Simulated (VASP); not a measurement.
```
MgSe
1.0
    0.00000     2.75210     2.75210
    2.75210     0.00000     2.75210
    2.75210     2.75210     0.00000
Mg Se
1 1
Direct
  0.00000   0.00000   0.00000
  0.50000   0.50000   0.50000
```

The numbers are results of HSEsol screened hybrid, VASP's PBE PAW potentials (set 64) (plane waves; VASP), not measurements. Settings: 520 eV cut-off, 6×6×6 Γ-centred mesh, Gaussian smearing of 0.050 eV, potentials Mg Se.

Task: Give the stress tensor in GPa (positive for a compressed cell).

Result: 
```
-2.84   0.00   0.00
 0.00  -2.84   0.00
 0.00   0.00  -2.84
```
The pressure is its mean diagonal, -2.84 GPa.

The compound is MgSe in the rock salt structure. It was relaxed first. The cell's shape comes from a PBE relaxation.
